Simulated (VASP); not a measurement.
Calculation: PBEsol GGA, VASP's PBE PAW potentials (set 64) (plane waves; VASP).

A VASP calculation is set up with these files.

POSCAR:
```
MgS
1
    0.0000000000     2.5406246310     2.5406246310
    2.5406246310     0.0000000000     2.5406246310
    2.5406246310     2.5406246310     0.0000000000
Mg S
1 1
Direct
  0.0000000000   0.0000000000   0.0000000000
  0.5000000000   0.5000000000   0.5000000000
```

KPOINTS:
```
Automatic mesh
0
Gamma
9 9 9
0 0 0
```

### INCAR
```
# general
SYSTEM  = MgS
PREC    = Accurate
ENCUT   = 500
LREAL   = .False.
LASPH   = .True.

# electronic loop
EDIFF   = 1E-6
NELM    = 100
ALGO    = Normal

# smearing
ISMEAR  = 0
SIGMA   = 0.05

# functional
GGA     = PS

# ions
IBRION  = 2
NSW     = 40
ISIF    = 3
EDIFFG  = -0.02
PSTRESS = 100

# output
LWAVE   = .False.
LCHARG  = .False.
```

POTCAR, in this order: Mg S (PBE.64 set). Program: vasp_std.

Problem. What will the output report for the number of irreducible k-points (NKPTS), largest plane-wave count, number of space-group operations, FFT grid (NGX, NGY, NGZ)?

Solution. 
```json
{
  "number of irreducible k-points (NKPTS)": "35",
  "largest_plane_wave_count": "869",
  "number_of_space_group_operations": "48",
  "FFT grid (NGX, NGY, NGZ)": "28 × 28 × 28"
}
```

The structure was generated: MgS was put into the rock salt type (Fm-3m), which need not be its known phase. This run relaxes it under an external pressure of 10 GPa. Symmetry was kept, so distortions that lower it aren't found.
